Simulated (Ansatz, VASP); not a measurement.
# Cross-check of BeB2 between VASP and Ansatz, part 2 of 2

Wanted: the spread between two codes on one cell, functional and k mesh. Of the first pair: The cell is taken from a series of runs on this material, whose earlier steps may have relaxed, scaled, displaced or heated it; both programs get it as it stands.

VASP 6.6.1 and Ansatz 0.2.0.

So far: Starting point; VASP: relaxation of cell and atoms, PBEsol; Ansatz: relaxation of cell and atoms, PBEsol; Side by side.

### 5. Ansatz: relaxation, PBEsol

Level of this step: Ansatz beside VASP: Kohn-Sham DFT, plane waves, PBEsol (Ansatz).

This run makes the geometry at which the two programs are then compared.

The structure compared here is the end of the Ansatz relaxation.

input.yaml

```yaml
crystal:
  lattice:
    - [2.8917430408, 0.0, 0.0]
    - [-1.4458715204, 2.5043229345, 0.0]
    - [0.0, 0.0, 2.8265328191]
  atoms:
    - { symbol: Be, position: [0.0, 0.0, 0.0] }
    - { symbol: B, position: [0.3333333333, 0.6666666667, 0.5] }
    - { symbol: B, position: [0.6666666667, 0.3333333333, 0.5] }
kpoints:
  mp_grid: { grid: [15, 15, 16] }
hamiltonian:
  xc: pbesol
scf:
  occupations: { method: methfessel_paxton, width: 0.15 }
output:
  forces: true
  stress: true
  eigenvalues: true
relax:
  adjacent_minimum: "off"
  f_tol: 0.001
  max_steps: 60
  cell: { stress_tol: 0.01, fix: [volume] }
```

The run is started by

```console
ansatz run input.yaml --threads 4 --pin off --max-ram 7168MiB --backend cpu --events-out ev --progress --plain --runs-dir out
```

Numbers of over 12 decimals in the logs are rounded to 6 here.

Output:

```text
[...]
Crystal: 3 atoms, lattice volume = 20.469 Å³
Basis set: ecut = 420 eV, 405 PW (Γ), exchange–correlation on 40×40×40 points (8 copies of the dense FFT grid, shifted against one another)
Bands: 8, of which v1, the nominal top of the filled ones, is band 4 counted from 1 (3 counted from 0)
Symmetry: 24 space group operations
[...]
k-points: 243 of 3600
[...]
--- Band table (eV; the first three rows and the last of 243) ---
[...]
--- Relaxed structure (5 steps of the walk, 5 accepted, 2 SCFs on fresh bases) ---
[...]
cell:  # Å, volume = 20.4694 Å³
    - [2.903400, 0, 0.0]
    - [-1.451700, 2.514418, 0.0]
    - [0.0, 0.0, 2.803881]
  atoms:
    - { symbol: Be, position: [0, 0, 0.0] }
    - { symbol: B, position: [0.333333, 0.666667, 0.500000] }
    - { symbol: B, position: [0.666667, 0.333333, 0.500000] }
[key lines of the parts left out:]
SCF converged after 4 iterations
Free energy (F): -395.346752 eV
Fermi energy:    10.070110 eV
P = ⅓ Tr σ = 5.4898 GPa (54.898 kbar)
```

### 6. VASP: single point, PBEsol

The same cell, functional, mesh and smearing now go to VASP, with its own data sets.

INCAR

```
SYSTEM = BeB2
PREC = Accurate
ENCUT = 600
EDIFF = 1E-06
NELM = 120
ISMEAR = 1
SIGMA = 0.15
LREAL = .FALSE.
ALGO = Normal
GGA = PS
NBANDS = 10
LORBIT = 11
LWAVE = .FALSE.
LCHARG = .FALSE.
ISIF = 2
LASPH = .TRUE.
GGA_COMPAT = .FALSE.
KPAR = 2
```

POSCAR

```
BeB2
1.0
    2.9034002053      0.0000000000      0.0000000000
   -1.4517001027      2.5144183352      0.0000000000
    0.0000000000      0.0000000000      2.8038813002
Be B
1 2
Direct
    0.0000000000      0.0000000000      0.0000000000
    0.3333333333      0.6666666667      0.5000000000
    0.6666666667      0.3333333333      0.5000000000
```

KPOINTS

```
Automatic mesh
0
Gamma
15 15 16
0 0 0
```

PAW data sets: Be and B (PBE family, release 64).

The run is started by

```console
mpirun -np 2 vasp_std
```

Output:

```text
[banner, memory and clock lines left out]
running    2 mpi-ranks, on    1 nodes
[...]
[... a notice as in an earlier step ...]

 LDA part: xc-table for (Slater+PW92), standard interpolation
 POSCAR, INCAR and KPOINTS ok, starting setup
[...]
entering main loop
       N       E                     dE             d eps       ncg     rms          rms(c)
DAV:   1     0.714127236832E+01    0.71413E+01   -0.46183E+03  4900   0.815E+02
DAV:   2    -0.181907544643E+02   -0.25332E+02   -0.23934E+02  6372   0.141E+02
DAV:   3    -0.187680066675E+02   -0.57725E+00   -0.57387E+00  6510   0.179E+01
DAV:   4    -0.187693181083E+02   -0.13114E-02   -0.13109E-02  6674   0.861E-01
[...]
DAV:  10    -0.177400278368E+02   -0.16076E-04   -0.12170E-04  6286   0.929E-02    0.131E-02
DAV:  11    -0.177400232678E+02    0.45690E-05   -0.18501E-05  5718   0.245E-02    0.186E-03
DAV:  12    -0.177400231740E+02    0.93835E-07   -0.40558E-07  3416   0.522E-03
   1 F= -.17740023E+02 E0= -.17740103E+02  d E =0.240409E-03
```

From OUTCAR (step 6):

```text
  Total        0.7650075      0.7650075      0.7352394     -0.0000000     -0.0000000      0.0000000
  in kB       59.8786761     59.8786761     57.5486714     -0.0000000     -0.0000000      0.0000000
  external PRESSURE =      59.1020079 kB  Pullay stress =       0.0000000 kB

 POSITION                                       TOTAL-FORCE (eV/Angst)
 -----------------------------------------------------------------------------------
      0.00000      0.00000      0.00000        -0.000000      0.000000      0.000000
     -0.00000      1.67628      1.40194        -0.000000      0.000000      0.000000
      1.45170      0.83814      1.40194         0.000000     -0.000000     -0.000000
 -----------------------------------------------------------------------------------
    total drift:                                0.000000     -0.000000      0.000000

  FREE ENERGIE OF THE ION-ELECTRON SYSTEM (eV)
  ---------------------------------------------------
  free  energy   TOTEN  =       -17.7400231740 eV

  energy  without entropy=      -17.7402635831  energy(sigma->0) =      -17.74010331

[... 1 part as in an earlier step ...]

[... 2 further parts left out ...]
[key lines of the parts left out:]
E-fermi :   7.4058
```

The run ends at a pressure of 5.91 GPa.

### 7. Differences

What differs besides the data sets and the points named for the pairs above, as far as they apply: Ansatz's pressure holds a Pulay correction, VASP's none. Total energies have different zeros and are not compared.

Compared:

| quantity | Ansatz | VASP | difference |
| --- | --- | --- | --- |
| pressure (GPa) | 5.49 | 5.91 | -0.42 |

### 8. VASP: zone-centre phonons, PBEsol

Second derivatives magnify differences that forces hide, and they need a tight electronic threshold. The cell compared in this pair holds 21.10 Å³, against 20.47 Å³ for the pair before.

Edit INCAR of step 6 so:

```diff
@@ -3,3 +3,3 @@
 ENCUT = 600
-EDIFF = 1E-06
+EDIFF = 1E-08
 NELM = 120
@@ -15,2 +15,3 @@
 ISIF = 2
+IBRION = 8
 LASPH = .TRUE.
```

POSCAR

```
BeB2
1.0
    2.9212526610      0.0000000000      0.0000000000
   -1.4606263305      2.5298790153      0.0000000000
    0.0000000000      0.0000000000      2.8553769829
Be B
1 2
Direct
    0.0000000000      0.0000000000      0.0000000000
    0.3333333333      0.6666666667      0.5000000000
    0.6666666667      0.3333333333      0.5000000000
```

KPOINTS is that of step 6.

The run is started by

```console
mpirun -np 2 vasp_std
```

Output:

```text
[... set-up lines as in an earlier step ...]
 entering main loop
       N       E                     dE             d eps       ncg     rms          rms(c)
DAV:   1     0.709132638751E+01    0.70913E+01   -0.46014E+03  4868   0.809E+02
DAV:   2    -0.181858684146E+02   -0.25277E+02   -0.23873E+02  6456   0.140E+02
DAV:   3    -0.187928715229E+02   -0.60700E+00   -0.60452E+00  6534   0.181E+01
DAV:   4    -0.187943154155E+02   -0.14439E-02   -0.14434E-02  6738   0.879E-01
[...]
DAV:  11    -0.177522957087E+02    0.45923E-05   -0.18392E-05  5606   0.242E-02    0.186E-03
DAV:  12    -0.177522956162E+02    0.92448E-07   -0.42237E-07  5958   0.529E-03    0.566E-04
DAV:  13    -0.177522956128E+02    0.34379E-08   -0.11814E-08  5084   0.712E-04
   1 F= -.17752296E+02 E0= -.17752228E+02  d E =-.202877E-03
 Linear response reoptimize wavefunctions to high precision
DAV:   1    -0.177522956087E+02    0.40765E-08   -0.71902E-10  5104   0.190E-04
DAV:   2    -0.177522956087E+02   -0.13472E-10   -0.14103E-11  3194   0.325E-05
 Linear response DOF=           4
 Linear response progress:
[...]
RMM:   8    -0.475267705104E-01   -0.42878E-06   -0.24552E-08 36191   0.179E-04    0.251E-05
RMM:   9    -0.475265243106E-01    0.24620E-06    0.30945E-09 37291   0.142E-04    0.168E-06
RMM:  10    -0.475265231365E-01    0.11741E-08   -0.27037E-08 36297   0.116E-04    0.649E-07
 first order change of Fermi-energy  -0.39350E-04
 force on displaced ion       2 direction 1 : -16.561   0.001   0.000
 Linear response progress:
  Degree of freedom:   4/  4
       N       E                     dE             d eps       ncg     rms          rms(c)
RMM:   1    -0.395522755559E-01   -0.39552E-01    0.27231E-02 16384   0.107E+00
RMM:   2    -0.396415328859E-01   -0.89257E-04   -0.29552E-04 11764   0.143E-01    0.135E-01
RMM:   3    -0.394377816333E-01    0.20375E-03   -0.34749E-04 11514   0.114E-01    0.640E-02
RMM:   4    -0.397629122499E-01   -0.32513E-03   -0.23383E-04 12010   0.865E-02    0.118E-02
[...]
RMM:   9    -0.397402112385E-01    0.10500E-07   -0.28176E-08 13533   0.117E-04    0.167E-06
RMM:  10    -0.397402241793E-01   -0.12941E-07   -0.37520E-08 12888   0.110E-04    0.288E-07
RMM:  11    -0.397402230666E-01    0.11127E-08   -0.29164E-08 11110   0.109E-04    0.930E-08
 first order change of Fermi-energy  -0.50837E-03
 force on displaced ion       2 direction 3 :  -0.000   0.000  -8.339
 Linear response finished
```

From OUTCAR (step 8):

```text
  Total        0.0591642      0.0591642      0.0308562      0.0000000      0.0000000      0.0000000
  in kB        4.4919760      4.4919760      2.3427210      0.0000000      0.0000000      0.0000000
  external PRESSURE =       3.7755577 kB  Pullay stress =       0.0000000 kB

 POSITION                                       TOTAL-FORCE (eV/Angst)
 -----------------------------------------------------------------------------------
      0.00000      0.00000      0.00000        -0.000000      0.000000      0.000000
     -0.00000      1.68659      1.42769         0.000000     -0.000000      0.000000
      1.46063      0.84329      1.42769        -0.000000      0.000000     -0.000000
 -----------------------------------------------------------------------------------
    total drift:                                0.000000     -0.000000      0.000000

[... 1 part as in an earlier step ...]

[... 1 further part left out ...]
```

### 9. Ansatz: zone-centre phonons, PBEsol

The same cell, functional, mesh and smearing now go to Ansatz, which takes its cutoff from its data sets.

The cell is taken from a series of runs on this material, whose earlier steps may have relaxed, scaled, displaced or heated it; both programs get it as it stands.

input.yaml, the sections that differ from step 5:

```yaml
crystal:
  lattice:
    - [2.921252661, 0.0, 0.0]
    - [-1.4606263305, 2.5298790153, 0.0]
    - [0.0, 0.0, 2.8553769829]
  atoms:
    - { symbol: Be, position: [0.0, 0.0, 0.0] }
    - { symbol: B, position: [0.3333333333, 0.6666666667, 0.5] }
    - { symbol: B, position: [0.6666666667, 0.3333333333, 0.5] }
output:
  eigenvalues: true
phonons:
  method: dfpt
# kpoints, hamiltonian, scf: as in step 5
# relax: removed
```

The run is started by

```console
ansatz run input.yaml --threads 4 --pin off --max-ram 7168MiB --backend cpu --events-out ev --progress --plain --runs-dir out
```

Output:

```text
zone centre: on kpoints.mp_grid the ground state, and the responses unless they are solved on pairs of k-points, stand on 576 of the mesh's 3600 k-points, reduced under 4 symmetry operations, with k and −k counted as one. Each operation leaves every solved displacement unchanged or reverses it
[...]
Crystal: 3 atoms, lattice volume = 21.102 Å³
[...]
k mesh reduced under 4 symmetry operations, with k and −k counted as one. Each operation leaves every solved displacement unchanged or reverses it
  ASR residual: 6.561e-5 → 0.000e0 eV/Å²; symmetrization residual: 1.863e-7 eV/Å²
  ASR residual per site (eV/Å²): 6.56e-5 1.53e-5 1.53e-5
  Γ frequencies (cm⁻¹): 0.00 0.00 0.00 220.54 335.48 335.48 635.25 889.59 889.59
  non-analytic LO–TO correction: not included (Born effective charges unavailable; polar crystals: no LO–TO splitting at Γ)
[key lines of the parts left out:]
SCF converged after 8 iterations
Free energy (F): -395.357346 eV
Fermi energy:    9.670122 eV
```

### 10. Differences

Compared:

| quantity | Ansatz | VASP | difference |
| --- | --- | --- | --- |
| optical mode 1 (cm⁻¹) | 220.5 | 233.9 | -5.70 % |
| optical mode 2 to 3 (cm⁻¹) | 335.5 | 341.8 | -1.85 % |
| optical mode 4 (cm⁻¹) | 635.2 | 635.1 | +0.02 % |
| optical mode 5 to 6 (cm⁻¹) | 889.6 | 893.6 | -0.45 % |

Modes are paired by rising frequency, not by their patterns, so a pair may set unlike modes beside each other; they are those without the splitting of longitudinal modes.

### 11. Outcome

| Property | Result |
| --- | --- |
| difference in volume (relaxation of cell and atoms, PBEsol) | -0.18 % |
| difference in pressure (single point, PBEsol) | -0.42 GPa |
| r.m.s. difference of the optical zone-centre modes, each program's sorted by frequency (zone-centre phonons, PBEsol) | 7.0 cm⁻¹ |
| difference in optical mode 1 (zone-centre phonons, PBEsol) | -5.7 % |

The difference in pressure is -0.42 GPa (single point, PBEsol), within the 1 GPa picked in this series as the mark of a large difference. Among the rows given in per cent, the largest difference of the zone-centre phonons, PBEsol pair is in optical mode 1, -5.7 %. What causes the difference of the zone-centre phonons, PBEsol pair stays open here. 2 further runs of this series are not shown here. How closely two codes agree says nothing of how well the functional describes the real material.

[Lines on the potential files, build, host, timing and source positions are cut from VASP's logs without a mark.]

[Logs are printed without paths, hosts, clocks, repeated set-up lines and the standing remarks that a program may print on its own settings, such as how far it seeks lower states.]

[Hosts, paths, dates, database ids (printed as entryN), source tags and the programs' standing remarks are cut or masked in the printed files.]
